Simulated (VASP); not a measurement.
VASP runs on Pt3Rh (space group Fm-3m) share one base input (PBE GGA, plane waves, VASP's PBE PAW potentials (set 64)) and change the settings named in each case.

POSCAR:
```
Pt3Rh
1
    0.0000000000     3.2634880000     3.2634880000
    3.2634880000     0.0000000000     3.2634880000
    3.2634880000     3.2634880000     0.0000000000
Rh Pt
1 3
Direct
  0.0000000000   0.0000000000   0.0000000000
  0.5000000000   0.5000000000   0.5000000000
  0.2500000000   0.2500000000   0.2500000000
  0.7500000000   0.7500000000   0.7500000000
```

**KPOINTS**
```
Automatic mesh
0
Gamma
6 6 6
0 0 0
```

**INCAR**
```
ALGO = Normal
EDIFF = 1E-6
ENCUT = 300
GGA = PE
ISIF = 2
ISMEAR = -1
LASPH = .True.
LCHARG = .False.
LMAXMIX = 6
LREAL = .False.
LWAVE = .False.
NELM = 100
PREC = Accurate
SIGMA = 0.136
SYSTEM = Pt3Rh
```

POTCAR, in this order: Rh_pv Pt (PBE.64 set). Program: vasp_std.

```
change                                                                                                                                      E(σ→0) (eV/atom)  pressure (GPa)  −TS (eV)
------------------------------------------------------------------------------------------------------------------------------------------  ----------------  --------------  --------
base run                                                                                                                                             -6.1162          -19.92   -0.3809
GGA = PS                                                                                                                                             -6.8391             ___       ___
GGA_COMPAT = .FALSE., LNONCOLLINEAR = .TRUE., LSORBIT = .TRUE., MAGMOM = 0.0 0.0 0.0 0.0 0.0 0.0 0.0 0.0 0.0 0.0 0.0 0.0, program vasp_ncl           -6.4517          -19.22   -0.3921
KPOINTS 4×4×4 Γ-centred mesh                                                                                                                         -6.1030          -19.26   -0.4048
```

Task: Fill in the missing entries.

Result: 
- GGA = PS, pressure (GPa): -28.01
- GGA = PS, −TS (eV): -0.3887

Energies of different potentials or functionals have different zeros.  Unless said otherwise, spin-orbit coupling is left out, though it shifts the bands of the heavy elements here. At 300 eV the pressure can carry a Pulay error.

Left out are runs that ran out of time, are held back, or changed the cell or the kind of run, fixed moments of cells without a moment, rows past the twelfth, gaps on odd meshes, pressures of charged cells and columns that move by less than the noise.

The structure was generated: Pt3Rh was put into an ordered model structure, which need not be its known phase. The cell was not relaxed at this level.
